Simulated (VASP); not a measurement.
Calculation: PBEsol GGA, VASP's PBE PAW potentials (set 64) (plane waves; VASP 6.6.1).

A VASP calculation is set up with these files.

**INCAR**
```
SYSTEM=PbS
PREC=Accurate; ENCUT=500; LREAL=.FALSE.
LASPH=.TRUE.
EDIFF=1E-6; NELM=100; ALGO=Normal
LMAXMIX=4
ISMEAR=0; SIGMA=0.05
GGA=PS
IBRION=2; NSW=40; ISIF=3
EDIFFG=-0.02; PSTRESS=200
LWAVE=.FALSE.; LCHARG=.FALSE.
```

POSCAR:
```
PbS
1
    0.0000000000     2.8265785491     2.8265785491
    2.8265785491     0.0000000000     2.8265785491
    2.8265785491     2.8265785491     0.0000000000
Pb S
1 1
Direct
  0.0000000000   0.0000000000   0.0000000000
  0.5000000000   0.5000000000   0.5000000000
```

KPOINTS:
```
Automatic mesh
0
Gamma
8 8 8
0 0 0
```

POTCAR, in this order: Pb_d S (PBE.64 set). Program: vasp_std.

Output of the run:

**OSZICAR**
```
       N       E                     dE             d eps       ncg     rms          rms(c)
DAV:   1     0.162895212030E+03    0.16290E+03   -0.98380E+03   818   0.155E+03
DAV:   2     0.302074492908E+01   -0.15987E+03   -0.15649E+03   866   0.371E+02
DAV:   3    -0.929322145626E+01   -0.12314E+02   -0.12124E+02  1070   0.106E+02
DAV:   4    -0.958986350803E+01   -0.29664E+00   -0.29613E+00   912   0.186E+01
DAV:   5    -0.960044885964E+01   -0.10585E-01   -0.10585E-01  1194   0.349E+00    0.619E+00
DAV:   6    -0.928980279348E+01    0.31065E+00   -0.85696E-01  1266   0.918E+00    0.412E+00
DAV:   7    -0.928343384918E+01    0.63689E-02   -0.11872E-01   950   0.225E+00    0.185E+00
DAV:   8    -0.928290461514E+01    0.52923E-03   -0.10467E-02  1014   0.137E+00    0.174E-01
DAV:   9    -0.928281427088E+01    0.90344E-04   -0.11027E-03  1208   0.376E-01    0.965E-02
DAV:  10    -0.928284770872E+01   -0.33438E-04   -0.14500E-04   902   0.120E-01    0.258E-02
DAV:  11    -0.928284736249E+01    0.34623E-06   -0.39909E-05  1206   0.842E-02    0.186E-02
DAV:  12    -0.928284755807E+01   -0.19558E-06   -0.24488E-06   908   0.147E-02
   1 F= -.36447500E+01 E0= -.36447500E+01  d E =-.364475E+01
       N       E                     dE             d eps       ncg     rms          rms(c)
DAV:   1    -0.168982275420E+02   -0.76154E+01   -0.22224E+02  1034   0.248E+02    0.212E+01
DAV:   2    -0.891751263234E+01    0.79807E+01   -0.18849E+01   992   0.130E+02    0.592E+00
DAV:   3    -0.798942885223E+01    0.92808E+00   -0.40577E+00  1022   0.449E+01    0.193E+00
DAV:   4    -0.801140333630E+01   -0.21974E-01   -0.18130E-01   976   0.433E+00    0.803E-01
DAV:   5    -0.801990249965E+01   -0.84992E-02   -0.11992E-02  1062   0.143E+00    0.236E-01
DAV:   6    -0.802160067612E+01   -0.16982E-02   -0.22019E-03  1198   0.660E-01    0.779E-02
DAV:   7    -0.802154939653E+01    0.51280E-04   -0.18965E-04   920   0.116E-01    0.345E-02
DAV:   8    -0.802154979776E+01   -0.40124E-06   -0.45039E-06   976   0.216E-02
   2 F= -.34628659E+01 E0= -.34628659E+01  d E =0.181884E+00
       N       E                     dE             d eps       ncg     rms          rms(c)
DAV:   1    -0.117837693702E+02   -0.37622E+01   -0.10246E+02  1040   0.249E+02    0.106E+01
DAV:   2    -0.941575379313E+01    0.23680E+01   -0.57444E+00   992   0.473E+01    0.384E+00
DAV:   3    -0.895604577549E+01    0.45971E+00   -0.20390E+00  1022   0.283E+01    0.720E-01
DAV:   4    -0.895913555663E+01   -0.30898E-02   -0.62699E-02   844   0.295E+00    0.327E-01
DAV:   5    -0.895876561669E+01    0.36994E-03   -0.45529E-03  1082   0.864E-01    0.761E-02
DAV:   6    -0.895878928375E+01   -0.23667E-04   -0.32395E-04  1284   0.214E-01    0.501E-02
DAV:   7    -0.895878013013E+01    0.91536E-05   -0.21283E-05   860   0.418E-02    0.614E-03
DAV:   8    -0.895877952415E+01    0.60599E-06   -0.39694E-06   860   0.448E-02
   3 F= -.37683157E+01 E0= -.37683157E+01  d E =-.123566E+00
       N       E                     dE             d eps       ncg     rms          rms(c)
DAV:   1    -0.894661092061E+01    0.12169E-01   -0.38717E-02  1040   0.410E+00    0.224E-01
DAV:   2    -0.894553875541E+01    0.10722E-02   -0.22602E-03  1010   0.106E+00    0.733E-02
DAV:   3    -0.894536416422E+01    0.17459E-03   -0.74633E-04  1016   0.569E-01    0.144E-02
DAV:   4    -0.894536786123E+01   -0.36970E-05   -0.18930E-05   824   0.469E-02    0.622E-03
DAV:   5    -0.894536998418E+01   -0.21230E-05   -0.12953E-06   684   0.158E-02    0.130E-03
DAV:   6    -0.894537032752E+01   -0.34334E-06   -0.39569E-07   430   0.741E-03
   4 F= -.37684474E+01 E0= -.37684474E+01  d E =-.123697E+00
```

**OUTCAR**
```
------------------------ aborting loop because EDIFF is reached ----------------------------------------
  FORCE on cell =-STRESS in cart. coord.  units (eV):
  Direction    XX          YY          ZZ          XY          YZ          ZX
  --------------------------------------------------------------------------------------
  Total        5.1736892      5.1736892      5.1736892      0.0000000      0.0000000     -0.0000000
  in kB      199.8750711    199.8750711    199.8750711      0.0000000      0.0000000     -0.0000000
  external PRESSURE =      -0.1249289 kB  Pullay stress =     200.0000000 kB
  volume of cell :       41.47
      direct lattice vectors                 reciprocal lattice vectors
     0.000000000  2.747308498  2.747308498    -0.181996307  0.181996307  0.181996307
     2.747308498  0.000000000  2.747308498     0.181996307 -0.181996307  0.181996307
     2.747308498  2.747308498 -0.000000000     0.181996307  0.181996307 -0.181996307
  FREE ENERGIE OF THE ION-ELECTRON SYSTEM (eV)
  ---------------------------------------------------
  free  energy   TOTEN  =        -8.9453703275 eV

  energy  without entropy=       -8.9453703275  energy(sigma->0) =       -8.94537033
  enthalpy is  TOTEN    =        -3.7684474205 eV   P V=        5.1769229071

 reached required accuracy - stopping structural energy minimisation
```
(Selected blocks of OUTCAR.)

CONTCAR:
```
PbS
   1.00000000000000
     0.0000000000000000    2.7473084983868792    2.7473084983868792
     2.7473084983868792    0.0000000000000000    2.7473084983868792
     2.7473084983868792    2.7473084983868792   -0.0000000000000000
  Pb              S
     1     1
Direct
     1.0000000000000000    1.0000000000000000    1.0000000000000000
     0.5000000000000000    0.5000000000000000    0.5000000000000000
```

Energy and stress use the plane-wave basis of the starting cell.

The structure was generated: PbS was put into the rock salt type (Fm-3m), which need not be its known phase. This run relaxes it under an external pressure of 20 GPa. Symmetry was kept, so distortions that lower it aren't found.
